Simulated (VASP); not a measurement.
An input for Ansatz (written as the equivalent of a VASP run, and not itself run):

Ansatz 0.2 input:
```yaml
crystal:
  lattice:
    - [0.0000000, 3.3086567, 3.3086567]
    - [3.3086567, 0.0000000, 3.3086567]
    - [3.3086567, 3.3086567, 0.0000000]
  atoms:
    - { symbol: Sr, position: [0.0000000, 0.0000000, 0.0000000] }
    - { symbol: Te, position: [0.5000000, 0.5000000, 0.5000000] }
kpoints:
  mp_grid: { grid: [7, 7, 7] }
hamiltonian:
  xc: pbesol
  pseudopotentials: { kind: paw }
scf:
  occupations: { method: gaussian, width: 0.05 }
  max_iter: 100
relax:
  max_steps: 40
  f_tol: 0.02
  cell: {}
output: { forces: true, stress: true, eigenvalues: true }
```

Q: Write the VASP files for the same calculation (PBEsol).

A: Several could match; the one computed here: 
### INCAR
```
LMAXMIX = 4
SIGMA = 0.05
EDIFF = 1E-6
ENCUT = 500
NELM = 100
LASPH = T   # aspherical one-centre terms
LWAVE = F
ISMEAR = 0   # Gaussian
ISIF = 3   # ions, shape and volume
LREAL = F   # projection in real space or not
PREC = Accurate
SYSTEM = SrTe
ALGO = Normal
EDIFFG = -0.02   # ionic stop
NSW = 40   # most ionic steps
IBRION = 2
GGA = PS   # PBEsol
LCHARG = F
```

POSCAR:
```
SrTe
1
    0.0000000000     3.3086566580     3.3086566580
    3.3086566580     0.0000000000     3.3086566580
    3.3086566580     3.3086566580     0.0000000000
Sr Te
1 1
Direct
  0.0000000000   0.0000000000   0.0000000000
  0.5000000000   0.5000000000   0.5000000000
```

**KPOINTS**
```
kpoints
0
gamma
7 7 7
```

POTCAR, in this order: Sr_sv Te (PBE.64 set). Program: vasp_std.

The two are equivalent in intent, not identical: each code has its own PAW files, so the cut-off isn't converted (ENCUT is set for VASP's; basis.ecutwfc is left out, and Ansatz then takes the one that its files recommend); Ansatz stops its SCF on the density residual and VASP on the energy change (EDIFF).

The structure was generated: SrTe was put into the rock salt type (Fm-3m), which need not be its known phase. It was relaxed first, which changed the volume by -22 %.
